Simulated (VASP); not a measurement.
Output of a VASP run:

File OSZICAR:
```
       N       E                     dE             d eps       ncg     rms          rms(c)
DAV:   1     0.202576641192E+03    0.20258E+03   -0.15689E+04  2352   0.216E+03
DAV:   2    -0.145446041518E+02   -0.21712E+03   -0.20993E+03  2357   0.374E+02
DAV:   3    -0.254155871229E+02   -0.10871E+02   -0.10474E+02  2591   0.111E+02
DAV:   4    -0.256646833379E+02   -0.24910E+00   -0.24767E+00  2722   0.149E+01
DAV:   5    -0.256735138132E+02   -0.88305E-02   -0.88026E-02  2763   0.269E+00    0.189E+01
DAV:   6    -0.256533146352E+02    0.20199E-01   -0.53729E+01  2754   0.119E+02    0.170E+01
DAV:   7    -0.222165328027E+02    0.34368E+01   -0.15715E+01  2629   0.661E+01    0.414E+00
DAV:   8    -0.221846311266E+02    0.31902E-01   -0.69275E-01  2457   0.629E+00    0.141E+00
DAV:   9    -0.221678127691E+02    0.16818E-01   -0.34711E-02  3209   0.270E+00    0.583E-01
DAV:  10    -0.221657559235E+02    0.20568E-02   -0.31015E-03  3091   0.431E-01    0.261E-01
DAV:  11    -0.221652695103E+02    0.48641E-03   -0.86994E-04  3605   0.355E-01    0.540E-02
DAV:  12    -0.221652675010E+02    0.20093E-05   -0.12154E-04  2584   0.131E-01    0.157E-02
DAV:  13    -0.221652683120E+02   -0.81096E-06   -0.84898E-06  2703   0.195E-02    0.875E-03
DAV:  14    -0.221652683674E+02   -0.55404E-07   -0.61592E-07  2698   0.873E-03
   1 F= -.22165268E+02 E0= -.22165268E+02  d E =0.000000E+00
```

**OUTCAR**
```
------------------------ aborting loop because EDIFF is reached ----------------------------------------
  FORCE on cell =-STRESS in cart. coord.  units (eV):
  Direction    XX          YY          ZZ          XY          YZ          ZX
  --------------------------------------------------------------------------------------
  Total       -0.0477691     -0.0477691     -0.0477691     -0.0000000     -0.0000000     -0.0000000
  in kB       -1.7451632     -1.7451632     -1.7451632     -0.0000000     -0.0000000     -0.0000000
  external PRESSURE =      -1.7451632 kB  Pullay stress =       0.0000000 kB
  volume of cell :       43.86
      direct lattice vectors                 reciprocal lattice vectors
     3.526472631  0.000000000  0.000000000     0.283569477  0.000000000  0.000000000
     0.000000000  3.526472631  0.000000000     0.000000000  0.283569477  0.000000000
     0.000000000  0.000000000  3.526472631     0.000000000  0.000000000  0.283569477
 POSITION                                       TOTAL-FORCE (eV/Angst)
 -----------------------------------------------------------------------------------
      0.00000      0.00000      0.00000         0.000000      0.000000      0.000000
      0.00000      1.76324      1.76324         0.000000      0.000000      0.000000
      1.76324      0.00000      1.76324         0.000000      0.000000      0.000000
      1.76324      1.76324      0.00000         0.000000      0.000000      0.000000
 -----------------------------------------------------------------------------------
    total drift:                                0.000000      0.000000      0.000000
  FREE ENERGIE OF THE ION-ELECTRON SYSTEM (eV)
  ---------------------------------------------------
  free  energy   TOTEN  =       -22.1652683674 eV

  energy  without entropy=      -22.1652683674  energy(sigma->0) =      -22.16526837

 total charge

# of ion       s       p       d       tot
------------------------------------------
    1        0.730   0.813   0.000   1.543
    2        0.475   0.551   8.397   9.423
    3        0.475   0.551   8.397   9.423
    4        0.475   0.551   8.397   9.423
--------------------------------------------------
tot          2.157   2.467  25.190  29.814

 Electric field gradients after diagonalization (V/A^2)
 (convention: |V_zz| > |V_xx| > |V_yy|)
----------------------------------------------------------------------
 ion       V_xx      V_yy      V_zz     asymmetry (V_yy - V_xx)/ V_zz
----------------------------------------------------------------------
   1      -0.000    -0.000    -0.000      -0.089
   2      21.290    21.290   -42.580       0.000
   3      21.290    21.290   -42.580       0.000
   4      21.290    21.290   -42.580       0.000
```
(Selected blocks of OUTCAR.)

### POSCAR
```
Ni3Si
1
    3.5264726307     0.0000000000     0.0000000000
    0.0000000000     3.5264726307     0.0000000000
    0.0000000000     0.0000000000     3.5264726307
Si Ni
1 3
Direct
  0.0000000000   0.0000000000   0.0000000000
  0.0000000000   0.5000000000   0.5000000000
  0.5000000000   0.0000000000   0.5000000000
  0.5000000000   0.5000000000   0.0000000000
```

Write an INCAR and KPOINTS that could have produced this output.

One answer among several that fit: the input of the run itself, revPBE GGA, plane waves, VASP's PBE PAW potentials (set 64).

**KPOINTS**
```
K-points
0
gamma
10 10 10
0 0 0
```

### INCAR
```
LWAVE = .FALSE.
LASPH = .TRUE.
ALGO = Normal
GGA = RE   ! revPBE
LORBIT = 11
LREAL = .FALSE.
ENCUT = 520
LCHARG = .TRUE.
NELM = 100   ! most electronic steps
PREC = Accurate
LMAXMIX = 4   ! l cut-off of mixed one-centre charges
EDIFF = 1E-7
SYSTEM = Ni3Si
NEDOS = 601   ! DOS grid
ISIF = 2   ! forces and stress, cell fixed
ISMEAR = -5
LEFG = .TRUE.
```

POTCAR, in this order: Si Ni (PBE.64 set). Program: vasp_std.

For a metal the tetrahedron method with Blöchl corrections gives inexact stress and forces.

The compound is Ni3Si in the L1_2 structure. It was relaxed first. The run is not spin-polarised, so no magnetic state was tried.
